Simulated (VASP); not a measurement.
Method: vdW-DF-cx, VASP's PBE PAW potentials (set 64) (plane waves; VASP).

A VASP calculation is set up with these files.

**INCAR**
```
! general
SYSTEM   = In
PREC     = Accurate
ENCUT    = 520
LREAL    = .FALSE.
LASPH    = .TRUE.

! electronic loop
EDIFF    = 1E-7
NELM     = 100
ALGO     = Normal
LMAXMIX  = 4

! smearing
ISMEAR   = -5

! functional
GGA      = CX
LUSE_VDW = .TRUE.
AGGAC    = 0.0

! ions
ISIF     = 2

! output
LWAVE    = .FALSE.
LCHARG   = .TRUE.
LORBIT   = 11
NEDOS    = 601
```

**KPOINTS**
```
Automatic mesh
0
Gamma
18 18 18
0 0 0
```

### POSCAR
```
In
1.0
 -1.6115771527   1.6115771527   2.4859555920
  1.6115771527  -1.6115771527   2.4859555920
  1.6115771527   1.6115771527  -2.4859555920
In
1
Cartesian
  0.0000000000   0.0000000000   0.0000000000
```

POTCAR, in this order: In_d (PBE.64 set). Program: vasp_std.

The resulting files:

### OSZICAR
```
       N       E                     dE             d eps       ncg     rms          rms(c)
DAV:   1     0.735029172105E+02    0.73503E+02   -0.65358E+03  9654   0.165E+03
DAV:   2     0.307481838405E+01   -0.70428E+02   -0.69604E+02  9748   0.287E+02
DAV:   3     0.457338458728E+00   -0.26175E+01   -0.26091E+01 11134   0.639E+01
DAV:   4     0.400133307136E+00   -0.57205E-01   -0.57180E-01 12154   0.957E+00
DAV:   5     0.397738624975E+00   -0.23947E-02   -0.23953E-02 11734   0.161E+00    0.212E+00
DAV:   6     0.427576192806E+00    0.29838E-01   -0.58288E-02 10998   0.540E+00    0.104E+00
DAV:   7     0.433245291063E+00    0.56691E-02   -0.16378E-02 11380   0.264E+00    0.276E-01
DAV:   8     0.433704067988E+00    0.45878E-03   -0.80948E-04 11316   0.569E-01    0.273E-02
DAV:   9     0.433700342979E+00   -0.37250E-05   -0.13698E-05 13516   0.533E-02    0.143E-02
DAV:  10     0.433698471572E+00   -0.18714E-05   -0.22133E-06 10286   0.185E-02    0.861E-04
DAV:  11     0.433698407870E+00   -0.63703E-07   -0.46332E-08  6988   0.367E-03
   1 F= 0.43369841E+00 E0= 0.43369841E+00  d E =0.000000E+00
```

**OUTCAR**
```
------------------------ aborting loop because EDIFF is reached ----------------------------------------
  FORCE on cell =-STRESS in cart. coord.  units (eV):
  Direction    XX          YY          ZZ          XY          YZ          ZX
  --------------------------------------------------------------------------------------
  Total        0.0366998      0.0366998     -0.0220537      0.0000000      0.0000000      0.0000000
  in kB        2.2767661      2.2767661     -1.3681570      0.0000000      0.0000000      0.0000000
  external PRESSURE =       1.0617917 kB  Pullay stress =       0.0000000 kB
  volume of cell :       25.83
      direct lattice vectors                 reciprocal lattice vectors
    -1.611577153  1.611577153  2.485955592     0.000000000  0.310255081  0.201129900
     1.611577153 -1.611577153  2.485955592     0.310255081  0.000000000  0.201129900
     1.611577153  1.611577153 -2.485955592     0.310255081  0.310255081  0.000000000
 POSITION                                       TOTAL-FORCE (eV/Angst)
 -----------------------------------------------------------------------------------
      0.00000      0.00000      0.00000         0.000000     -0.000000     -0.000000
 -----------------------------------------------------------------------------------
    total drift:                                0.000000     -0.000000      0.000000
  FREE ENERGIE OF THE ION-ELECTRON SYSTEM (eV)
  ---------------------------------------------------
  free  energy   TOTEN  =         0.4336984079 eV

  energy  without entropy=        0.4336984079  energy(sigma->0) =        0.43369841

 total charge

# of ion       s       p       d       tot
------------------------------------------
    1        0.999   0.502   9.850  11.351
```
(Selected blocks of OUTCAR.)

For a metal the tetrahedron method with Blöchl corrections gives inexact stress and forces.

The compound is In in the bct structure. It was relaxed first.
